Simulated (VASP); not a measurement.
Calculation: PBE GGA, VASP's PBE PAW potentials (set 64) (plane waves; VASP 6.6.1).

Input for VASP

**INCAR**
```
SYSTEM=NaF
PREC=Accurate; ENCUT=520; LREAL=.FALSE.
LASPH=.TRUE.
EDIFF=1E-7; NELM=100; ALGO=Normal
ISMEAR=-5
GGA=PE
ISIF=2
LWAVE=.FALSE.; LCHARG=.TRUE.; LORBIT=11
NEDOS=601
```

KPOINTS:
```
Automatic mesh
0
Gamma
11 11 11
0 0 0
```

POSCAR:
```
NaF
1
    0.0000000000     2.3460490621     2.3460490621
    2.3460490621     0.0000000000     2.3460490621
    2.3460490621     2.3460490621     0.0000000000
Na F
1 1
Direct
  0.0000000000   0.0000000000   0.0000000000
  0.5000000000   0.5000000000   0.5000000000
```

POTCAR, in this order: Na_pv F (PBE.64 set). Program: vasp_std.

What VASP printed:

**OSZICAR**
```
       N       E                     dE             d eps       ncg     rms          rms(c)
DAV:   1     0.109069215095E+03    0.10907E+03   -0.82118E+03  1267   0.154E+03
DAV:   2    -0.283720556953E+01   -0.11191E+03   -0.10440E+03  1286   0.363E+02
DAV:   3    -0.940238085097E+01   -0.65652E+01   -0.65457E+01  1433   0.889E+01
DAV:   4    -0.947116789095E+01   -0.68787E-01   -0.68777E-01  1352   0.983E+00
DAV:   5    -0.947192700742E+01   -0.75912E-03   -0.75911E-03  1394   0.105E+00    0.542E+00
DAV:   6    -0.857824653799E+01    0.89368E+00   -0.39164E+00  1457   0.185E+01    0.187E+00
DAV:   7    -0.856705519307E+01    0.11191E-01   -0.31445E-02  1241   0.260E+00    0.105E+00
DAV:   8    -0.856840112819E+01   -0.13459E-02   -0.29741E-02  1250   0.450E+00    0.124E-01
DAV:   9    -0.856932332470E+01   -0.92220E-03   -0.42621E-03  1379   0.695E-01    0.942E-02
DAV:  10    -0.856922257515E+01    0.10075E-03   -0.60198E-04  1331   0.333E-01    0.962E-03
DAV:  11    -0.856922078704E+01    0.17881E-05   -0.16552E-05  1400   0.929E-02    0.354E-03
DAV:  12    -0.856922101924E+01   -0.23220E-06   -0.14311E-06  1286   0.247E-02    0.157E-03
DAV:  13    -0.856922077056E+01    0.24868E-06   -0.24988E-07  1289   0.591E-03    0.324E-04
DAV:  14    -0.856922075002E+01    0.20539E-07   -0.12297E-08   742   0.247E-03
   1 F= -.85692208E+01 E0= -.85692208E+01  d E =0.000000E+00
```

File OUTCAR:
```
------------------------ aborting loop because EDIFF is reached ----------------------------------------
  FORCE on cell =-STRESS in cart. coord.  units (eV):
  Direction    XX          YY          ZZ          XY          YZ          ZX
  --------------------------------------------------------------------------------------
  Total        0.0208031      0.0208031      0.0208031      0.0000000      0.0000000      0.0000000
  in kB        1.2906177      1.2906177      1.2906177      0.0000000      0.0000000      0.0000000
  external PRESSURE =       1.2906177 kB  Pullay stress =       0.0000000 kB
  volume of cell :       25.83
      direct lattice vectors                 reciprocal lattice vectors
     0.000000000  2.346049062  2.346049062    -0.213124273  0.213124273  0.213124273
     2.346049062  0.000000000  2.346049062     0.213124273 -0.213124273  0.213124273
     2.346049062  2.346049062  0.000000000     0.213124273  0.213124273 -0.213124273
  FREE ENERGIE OF THE ION-ELECTRON SYSTEM (eV)
  ---------------------------------------------------
  free  energy   TOTEN  =        -8.5692207500 eV

  energy  without entropy=       -8.5692207500  energy(sigma->0) =       -8.56922075

 total charge

# of ion       s       p       d       tot
------------------------------------------
    1        0.047   5.990   0.000   6.037
    2        1.728   4.375   0.000   6.103
--------------------------------------------------
tot          1.775  10.365   0.000  12.140
```
(Selected blocks of OUTCAR.)

OUTCAR:
```
 val. band max:       -2.2420342250   @ k =   0.0000   0.0000   0.0000

 cond. band min:       3.8598006195   @ k =   0.0000   0.0000   0.0000


 Fermi energy:        -2.2303787774

 k-point     1 :       0.0000    0.0000    0.0000
  band No.  band energies     occupation
      1     -21.3555      2.00000
      2     -21.3022      2.00000
      3     -21.3022      2.00000
      4     -21.3022      2.00000
      5      -2.2420      2.00000
      6      -2.2420      2.00000
      7      -2.2420      2.00000
      8       3.8598      0.00000
      9      16.4662      0.00000
     10      16.4662      0.00000
     11      16.4662      0.00000

 k-point     2 :       0.0909    0.0000    0.0000
  band No.  band energies     occupation
      1     -21.5363      2.00000
      2     -21.3030      2.00000
      3     -21.3030      2.00000
      4     -21.1108      2.00000
      5      -2.3987      2.00000
      6      -2.2612      2.00000
      7      -2.2612      2.00000
      8       4.1500      0.00000
      9      15.3637      0.00000
     10      16.5874      0.00000
     11      16.5874      0.00000

 k-point     3 :       0.1818    0.0000    0.0000
  band No.  band energies     occupation
      1     -21.7168      2.00000
      2     -21.3054      2.00000
      3     -21.3054      2.00000
      4     -20.9034      2.00000
      5      -2.7741      2.00000
      6      -2.3122      2.00000
      7      -2.3122      2.00000
      8       4.9166      0.00000
      9      13.7573      0.00000
     10      16.8993      0.00000
     11      16.8993      0.00000

 k-point     4 :       0.2727    0.0000    0.0000
  band No.  band energies     occupation
      1     -21.8616      2.00000
      2     -21.3085      2.00000
      3     -21.3085      2.00000
      4     -20.7232      2.00000
      5      -3.1968      2.00000
      6      -2.3782      2.00000
      7      -2.3782      2.00000
      8       5.9608      0.00000
      9      12.3269      0.00000
...
```

The compound is NaF in the rock salt structure. It was relaxed first.
